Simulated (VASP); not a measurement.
Here is the system:

```xyz
4
Lattice="2.7599 0.0000 0.0000 -1.3800 2.3902 0.0000 0.0000 0.0000 4.6078" Properties=species:S:1:pos:R:3 pbc="T T T"
Si     0.0000     0.0000     0.0000
Si     0.0000     0.0000     2.3039
C      0.0000     1.5935     1.1519
C      1.3800     0.7967     3.4558
```

All values below come from PBEsol GGA, VASP's PBE PAW potentials (set 64) (plane waves; VASP). Numerical set-up: 620 eV cut-off, 13×13×7 Γ-centred mesh, first-order Methfessel-Paxton smearing of 0.10 eV, potentials Si C.

Q: What does the run give for the energy per atom (σ→0), pressure, band gap (on the k-mesh) with the smallest direct gap where there is one?

A: 
```json
{
 "band gap (on the k-mesh)": "none (metal, semimetal or under 0.01 eV)",
 "energy per atom (σ→0)": "-7186 meV/atom",
 "pressure": "298.8 kbar"
}
```

Only differences to runs with the same potentials and settings are physical.

The structure was generated: SiC was put into the NiAs type type (P6_3/mmc), which need not be its known phase. It was relaxed first under an external pressure of 30 GPa.
